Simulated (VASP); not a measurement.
Data:

```xyz
2
Lattice="0.0000 2.4350 2.4350 2.4350 0.0000 2.4350 2.4350 2.4350 0.0000" Properties=species:S:1:pos:R:3 pbc="T T T"
Be     0.0000     0.0000     0.0000
S      1.2175     1.2175     1.2175
```

All values below come from PBE GGA, VASP's PBE PAW potentials (set 64) (plane waves; VASP 6.6.1). Run with 300 eV cut-off, 12×12×12 Γ-centred mesh, Fermi-Dirac smearing of 0.020 eV, potentials Be S.

Q: Estimate the energy per atom (σ→0), band gap (on the k-mesh) with the smallest direct gap where there is one.

A: 
```json
{
 "band gap (on the k-mesh)": "3.14 eV",
 "smallest direct gap (on the k-mesh)": "5.68 eV",
 "energy per atom (σ→0)": "-5.004 eV/atom"
}
```

The absolute energy has meaning only against runs of the same code, potentials and settings.

The structure is a typed BeS crystal (F-43m). The cell was not relaxed at this level.
